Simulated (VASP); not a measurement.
Calculation: HSE06 screened hybrid, VASP's PBE PAW potentials (set 64) (plane waves; VASP).

Input for VASP

**POSCAR**
```
CSi62
1
   10.9370747000     0.0000000000     0.0000000000
    0.0000000000    10.9370747000     0.0000000000
    0.0000000000     0.0000000000    10.9370747000
Si C
62 1
Direct
  0.4984144299   0.9989679120   0.9990263230
  0.6288101668   0.1225605673   0.1225920386
  0.7512274719   0.2486531352   0.9968051937
  0.8773872928   0.3711174881   0.1226034977
  0.7511893212   0.9967613547   0.2487829100
  0.8773905899   0.1225451276   0.3712020550
  0.0003999171   0.9994170559   0.9995563139
  0.1276637400   0.1236949948   0.1238088430
  0.2523156253   0.2494633685   0.0000793029
  0.3785858604   0.3764822601   0.1283893849
  0.5000580840   0.4998441462   0.9995845573
  0.6234644379   0.6212840282   0.1283622089
  0.7504155917   0.7476087328   0.0000697786
  0.8761600979   0.8722205150   0.1238235098
  0.2523531189   0.9999829514   0.2495250218
  0.3785925011   0.1283449513   0.3765047221
  0.5027296526   0.2444094420   0.2444420143
  0.7555591479   0.4971235435   0.2443988931
  0.8716087881   0.6212691602   0.3765023191
  0.5000544653   0.9995489419   0.4999066512
  0.6234614689   0.1283303515   0.6214041959
  0.7555658732   0.2443708824   0.4973347693
  0.8715903872   0.3764957086   0.6214212104
  0.7504315004   0.9999669155   0.7476192987
  0.8761635315   0.1237114011   0.8722883165
  0.0009439556   0.5014605764   0.9990464403
  0.1288999931   0.6225912944   0.1291044437
  0.2495753345   0.7503233912   0.0022450459
  0.3773562142   0.8709545049   0.1290803298
  0.0031731043   0.2486402533   0.2487788059
  0.1256030416   0.3745361072   0.3746691071
  0.2574568641   0.4999897739   0.2595099224
  0.3874794327   0.6123802190   0.4007948245
  0.4999669138   0.7422941837   0.2594754366
  0.6253086024   0.8742352407   0.3746944484
  0.0009795489   0.9989480512   0.5015811727
  0.1288966712   0.1289979896   0.6227024025
  0.2574498425   0.2593562818   0.5000781517
  0.3875045937   0.4005993862   0.6125231994
  0.5992726699   0.6124217842   0.6125644906
  0.7405601372   0.7422429846   0.5000254903
  0.8709345857   0.8709149161   0.6226239876
  0.2495400948   0.0021917102   0.7504822760
  0.3772992271   0.1289785392   0.8711060567
  0.4999126303   0.2593574687   0.7425890849
  0.6252986875   0.3745634447   0.8744101787
  0.7405144312   0.4999939769   0.7425665521
  0.8709056496   0.6225870052   0.8711024964
  0.9999318192   0.7476216854   0.2495636871
  0.1257950207   0.8741323724   0.3750020584
  0.0003549801   0.4998031640   0.4998906801
  0.1237283947   0.6262735261   0.6263775056
  0.2503379080   0.7495530215   0.5023198637
  0.3735907998   0.8762599416   0.6263864156
  0.9999217478   0.2494956099   0.7476802395
  0.1257651793   0.3749512327   0.8742108498
  0.2503471084   0.5022060331   0.7496245058
  0.3735938416   0.6262946902   0.8762323718
  0.4976531545   0.7495608719   0.7496394006
  0.6249794214   0.8741261232   0.8741776008
  0.9977634315   0.7503016353   0.7504297581
  0.1248404876   0.8750392401   0.8751551085
  0.4670244174   0.5328948339   0.5329352809
```

File KPOINTS:
```
Automatic mesh
0
Gamma
1 1 1
0 0 0
```

### INCAR
```
AEXX = 0.25
SIGMA = 0.05   # width (eV)
NELMIN = 4
PRECFOCK = Fast
LASPH = .TRUE.
LWAVE = .FALSE.
HFSCREEN = 0.2   # 1/Angstrom
LREAL = Auto
NUPDOWN = 1
GGA = PE   # PBE
ISPIN = 2
ALGO = Normal   # blocked Davidson
NELM = 50
LORBIT = 10
MAGMOM = 63*0.0159
LHFCALC = .TRUE.
ISIF = 0
NELECT = 251.0
ENCUT = 400   # plane-wave cut-off (eV)
LCHARG = .FALSE.
PREC = Normal
ISYM = 0
ISMEAR = 0
SYSTEM = CSi62
EDIFF = 1E-5   # SCF stop (eV)
```

POTCAR, in this order: Si C (PBE.64 set). Program: vasp_gam. Read from the step before: WAVECAR.

Output

### OSZICAR
```
       N       E                     dE             d eps       ncg     rms          rms(c)
DAV:   1    -0.395841302963E+03   -0.39584E+03   -0.12729E+01   632   0.804E+00    0.188E+01
DAV:   2    -0.395958429015E+03   -0.11713E+00   -0.44219E-01   732   0.136E+00    0.124E+01
DAV:   3    -0.395950666553E+03    0.77625E-02   -0.76954E-02   748   0.472E-01    0.735E+00
DAV:   4    -0.395948205662E+03    0.24609E-02   -0.21142E-02   732   0.218E-01    0.426E+00
DAV:   5    -0.395946711898E+03    0.14938E-02   -0.46554E-03   796   0.105E-01    0.246E+00
DAV:   6    -0.395945990666E+03    0.72123E-03   -0.17448E-03   740   0.767E-02    0.140E+00
DAV:   7    -0.395945768032E+03    0.22263E-03   -0.82511E-04   748   0.496E-02    0.791E-01
DAV:   8    -0.395945688910E+03    0.79121E-04   -0.16217E-04   708   0.225E-02    0.452E-01
DAV:   9    -0.395945657611E+03    0.31299E-04   -0.43161E-05   596   0.118E-02    0.259E-01
DAV:  10    -0.395945649843E+03    0.77678E-05   -0.16212E-05   492   0.793E-03
   1 F= -.39594565E+03 E0= -.39594565E+03  d E =-.385137E-14  mag=     1.0000
```

File OUTCAR:
```
------------------------ aborting loop because EDIFF is reached ----------------------------------------
  volume of cell :     1308.29
      direct lattice vectors                 reciprocal lattice vectors
    10.937074700  0.000000000  0.000000000     0.091432127  0.000000000  0.000000000
     0.000000000 10.937074700  0.000000000     0.000000000  0.091432127  0.000000000
     0.000000000  0.000000000 10.937074700     0.000000000  0.000000000  0.091432127
 POSITION                                       TOTAL-FORCE (eV/Angst)
 -----------------------------------------------------------------------------------
      5.45120     10.92579     10.92643         0.038188     -0.008077     -0.002027
      6.87734      1.34045      1.34080         0.064139      0.002705      0.008089
      8.21623      2.71954     10.90213         0.018379     -0.013110     -0.022122
      9.59605      4.05894      1.34092        -0.002246     -0.076922      0.003132
      8.21581     10.90165      2.72096         0.019396     -0.024783     -0.015871
      9.59609      1.34029      4.05986        -0.008381      0.001121     -0.063743
      0.00437     10.93070     10.93222         0.018613     -0.012078     -0.017348
      1.39627      1.35286      1.35411        -0.014481      0.008778      0.009361
      2.75959      2.72840      0.00087         0.003859     -0.046099      0.010727
      4.14062      4.11761      1.40420         0.004776      0.098765      0.001260
      5.46917      5.46683     10.93253         0.005445     -0.008240     -0.026995
      6.81888      6.79503      1.40391        -0.095638     -0.008561     -0.001361
      8.20735      8.17665      0.00076         0.051024     -0.008808      0.010963
      9.58263      9.53954      1.35427        -0.016592      0.013917      0.016655
      2.76000     10.93689      2.72907         0.005353      0.009652     -0.048247
      4.14069      1.40372      4.11786         0.006782     -0.002927      0.099795
      5.49839      2.67312      2.67348        -0.059522     -0.092232     -0.095164
      8.26361      5.43708      2.67301         0.089338      0.068370     -0.088637
      9.53285      6.79487      4.11783         0.002331     -0.009291      0.092813
      5.46913     10.93214      5.46752         0.010585     -0.027845     -0.009108
      6.81884      1.40356      6.79634        -0.102562     -0.002355     -0.007616
      8.26368      2.67270      5.43939         0.095337     -0.092221      0.056737
      9.53265      4.11776      6.79653        -0.000237      0.096700     -0.005129
      8.20753     10.93671      8.17677         0.052565      0.007771     -0.010394
      9.58267      1.35304      9.54028        -0.011421      0.011267      0.011614
      0.01032      5.48451     10.92665         0.005978     -0.030913     -0.003474
      1.40979      6.80933      1.41202        -0.008512      0.056561      0.000105
      2.72962      8.20634      0.02455         0.006629     -0.005072     -0.009213
      4.12717      9.52569      1.41176        -0.052074      0.006658      0.003898
      0.03470      2.71940      2.72091         0.022776     -0.013200     -0.020035
      1.37373      4.09633      4.09778         0.014609      0.015745      0.014454
      2.81582      5.46843      2.83828        -0.005015     -0.062521      0.036395
      4.23789      6.69765      4.38352        -0.120831      0.126247     -0.140945
      5.46818      8.11853      2.83790         0.056097      0.005180      0.038293
      6.83905      9.56158      4.09806        -0.008637     -0.014881      0.011557
      0.01071     10.92557      5.48583         0.001618     -0.005279     -0.035859
      1.40975      1.41086      6.81054        -0.009054      0.001296      0.057289
      2.81575      2.83660      5.46939        -0.004929      0.037798     -0.061816
      4.23817      4.38139      6.69921        -0.118816     -0.121311      0.115012
      6.55429      6.69810      6.69966         0.123941      0.116268      0.111629
      8.09956      8.11797      5.46882        -0.041908      0.012934     -0.057201
      9.52548      9.52526      6.80969        -0.005509      0.010116      0.055481
      2.72924      0.02397      8.20808         0.004587     -0.014375     -0.009205
      4.12655      1.41065      9.52735        -0.057105      0.004082      0.011026
      5.46758      2.83661      8.12175         0.063698      0.036794      0.001430
      6.83894      4.09663      9.56349        -0.009878      0.014291     -0.015396
      8.09906      5.46847      8.12151        -0.039493     -0.063048      0.005146
      9.52516      6.80928      9.52731        -0.001264      0.058056      0.010504
     10.93633      8.17679      2.72950        -0.013420     -0.010322     -0.049585
      1.37583      9.56045      4.10143         0.018765     -0.013310      0.039500
      0.00388      5.46638      5.46734         0.032196     -0.008040     -0.006683
      1.35323      6.84960      6.85074        -0.034491      0.003908      0.000985
      2.73796      8.19792      5.49391         0.002535      0.002589      0.060754
      4.08599      9.58372      6.85084        -0.004469      0.026935      0.004268
     10.93622      2.72875      8.17743        -0.012134     -0.050080     -0.006092
      1.37550      4.10087      9.56131         0.018893      0.035888     -0.013927
      2.73807      5.49266      8.19870         0.002581      0.060448     -0.001285
      4.08602      6.84983      9.58342        -0.003374      0.004304      0.035495
      5.44287      8.19800      8.19886        -0.058188      0.003208     -0.002447
      6.83545      9.56038      9.56095        -0.040261     -0.013006     -0.014134
     10.91261      8.20611      8.20751         0.008317     -0.004681     -0.005884
      1.36539      9.57037      9.57164        -0.002493      0.003764      0.003231
      5.10788      5.82831      5.82875         0.093604     -0.098529     -0.070657
 -----------------------------------------------------------------------------------
    total drift:                                0.031530     -0.068030     -0.044863
  FREE ENERGIE OF THE ION-ELECTRON SYSTEM (eV)
  ---------------------------------------------------
  free  energy   TOTEN  =      -395.9456498434 eV

  energy  without entropy=     -395.9456498434  energy(sigma->0) =     -395.94564984

  exchange ACFDT corr.  =         0.00000000  see jH, gK, PRB 81, 115126

 total charge

# of ion       s       p       d       tot
------------------------------------------
    1        0.752   0.931   0.000   1.684
    2        0.750   0.959   0.000   1.709
    3        0.748   0.963   0.000   1.711
    4        0.750   0.960   0.000   1.710
    5        0.748   0.963   0.000   1.711
    6        0.750   0.959   0.000   1.709
    7        0.749   0.956   0.000   1.705
    8        0.747   0.961   0.000   1.708
    9        0.755   0.938   0.000   1.693
   10        0.752   0.944   0.000   1.696
   11        0.748   0.960   0.000   1.709
   12        0.752   0.944   0.000   1.697
   13        0.755   0.939   0.000   1.693
   14        0.747   0.962   0.000   1.709
   15        0.755   0.938   0.000   1.693
   16        0.752   0.944   0.000   1.696
   17        0.793   0.858   0.000   1.651
   18        0.793   0.858   0.000   1.651
   19        0.752   0.944   0.000   1.697
   20        0.748   0.960   0.000   1.708
   21        0.752   0.944   0.000   1.696
   22        0.793   0.858   0.000   1.651
   23        0.752   0.944   0.000   1.697
   24        0.755   0.938   0.000   1.693
   25        0.747   0.961   0.000   1.708
...
```
(Selected blocks of OUTCAR.)

**OUTCAR**
```
 val. band max:        5.2143949677   @ k =   0.0000   0.0000   0.0000

 cond. band min:       5.9970889595   @ k =   0.0000   0.0000   0.0000


 Fermi energy:         5.4889850497

 spin component 1

 k-point     1 :       0.0000    0.0000    0.0000
  band No.  band energies     occupation
      1      -8.9383      1.00000
      2      -7.8847      1.00000
      3      -6.8730      1.00000
      4      -6.8722      1.00000
      5      -6.8561      1.00000
      6      -6.8557      1.00000
      7      -6.7671      1.00000
      8      -6.5150      1.00000
      9      -5.8823      1.00000
     10      -5.8820      1.00000
     11      -5.8468      1.00000
     12      -5.8278      1.00000
     13      -5.8271      1.00000
     14      -5.8227      1.00000
     15      -5.8223      1.00000
     16      -5.8023      1.00000
     17      -5.8022      1.00000
     18      -5.7771      1.00000
     19      -5.6162      1.00000
     20      -5.5850      1.00000
     21      -5.5276      1.00000
     22      -5.5269      1.00000
     23      -5.1355      1.00000
     24      -3.9571      1.00000
     25      -3.6250      1.00000
     26      -3.6242      1.00000
     27      -3.5124      1.00000
     28      -3.4907      1.00000
     29      -3.4905      1.00000
     30      -3.4466      1.00000
     31      -3.4463      1.00000
     32      -3.4259      1.00000
     33      -3.3935      1.00000
     34      -3.3688      1.00000
     35      -3.3681      1.00000
     36      -3.3196      1.00000
     37      -3.3193      1.00000
     38      -3.3003      1.00000
     39      -3.3000      1.00000
     40      -3.2723      1.00000
     41      -2.6880      1.00000
     42      -2.4994      1.00000
     43      -2.4989      1.00000
     44      -2.4793      1.00000
     45      -1.8168      1.00000
     46      -1.2271      1.00000
     47      -1.2263      1.00000
     48      -1.0841      1.00000
     49      -0.9565      1.00000
...
```

The cell is charged, with a uniform compensating background. The supercell is sampled at Γ alone, which is coarse: total energies, pressure and levels can be off, energies of defects by several tenths of an eV.

The cell is a supercell with a defect, built from Si (diamond): C_Si-vac_Si, charge +1. The cell's shape comes from a PBE relaxation.
